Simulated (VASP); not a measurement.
These are PBE GGA, VASP's PBE PAW potentials (set 64) (plane waves; VASP 6.6.1) values and carry that method's errors.

VASP input:

File POSCAR:
```
NaCl
1
    0.0000000000     2.7881970000     2.7881970000
    2.7881970000     0.0000000000     2.7881970000
    2.7881970000     2.7881970000     0.0000000000
Na Cl
1 1
Direct
  0.0000000000   0.0000000000   0.0000000000
  0.5000000000   0.5000000000   0.5000000000
```

**INCAR**
```
ALGO=Normal
EDIFF=1E-6
ENCUT=300
GGA=PE
ISIF=2
ISMEAR=0
LASPH=.True.
LCHARG=.False.
LREAL=.False.
LWAVE=.False.
NELM=100
PREC=Accurate
SIGMA=0.01
SYSTEM=NaCl
```

**KPOINTS**
```
Automatic mesh
0
Gamma
7 7 7
0 0 0
```

POTCAR, in this order: Na_pv Cl (PBE.64 set). Program: vasp_std.

At this cut-off the stress carries a Pulay error, which pulls relaxed volumes low. Gaps are read on the run's mesh, which can miss a band edge.

Q: What does the run give for the energy per atom (σ→0), pressure, band gap (on the k-mesh)?

A: 
```yaml
energy per atom (σ→0): -3.382 eV/atom
band gap (on the k-mesh): 5.24 eV
pressure: 14.8 kbar
```

**OSZICAR**
```
...
DAV:   6    -0.676953999799E+01    0.18523E+00   -0.36824E-01   509   0.408E+00    0.169E+00
DAV:   7    -0.675781734520E+01    0.11723E-01   -0.89755E-02   509   0.202E+00    0.111E+00
DAV:   8    -0.676308850650E+01   -0.52712E-02   -0.86735E-03   464   0.100E+00    0.228E-01
DAV:   9    -0.676303715172E+01    0.51355E-04   -0.16948E-04   542   0.126E-01    0.116E-01
DAV:  10    -0.676315755380E+01   -0.12040E-03   -0.24068E-04   461   0.150E-01    0.344E-02
DAV:  11    -0.676315340607E+01    0.41477E-05   -0.15047E-05   515   0.433E-02    0.280E-03
DAV:  12    -0.676315417483E+01   -0.76876E-06   -0.71422E-07   471   0.935E-03
   1 F= -.67631542E+01 E0= -.67631542E+01  d E =-.311804E-25
```

The structure comes from a computed database's NaCl entry; how it stands against other phases isn't given here. The cell was not relaxed at this level. The run is one of a series of settings (KPOINTS 7×7×7 Γ-centred mesh against the base run), some of them coarse on purpose.
